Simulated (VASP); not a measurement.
Consider the following.

```xyz
4
Lattice="3.1436 0.0000 0.0000 -1.5718 2.7224 0.0000 0.0000 0.0000 7.0232" Properties=species:S:1:pos:R:3 pbc="T T T"
W      0.0000     0.0000     0.0000
W      0.0000     0.0000     3.5116
Si     0.0000     1.8150     1.7558
Si     1.5718     0.9075     5.2674
```

Level of theory: PBE GGA, VASP's PBE PAW potentials (set 64) (plane waves; VASP). Settings: 400 eV cut-off, Gaussian smearing of 0.050 eV, potentials W_sv Si.

Unless said otherwise, spin-orbit coupling is left out, though it shifts the bands of the heavy elements here.

Task: Estimate the band gap (along the path) with the smallest direct gap where there is one.

Result: 
| Quantity | Result |
|---|---|
| band gap (along the path) | none (metal, semimetal or under 0.01 eV) |

Total energies compare only between runs with the same potentials, cut-off and functional.

The structure was generated: WSi was put into the NiAs type type (P6_3/mmc), which need not be its known phase. It was relaxed first, which changed the volume by -39 %.
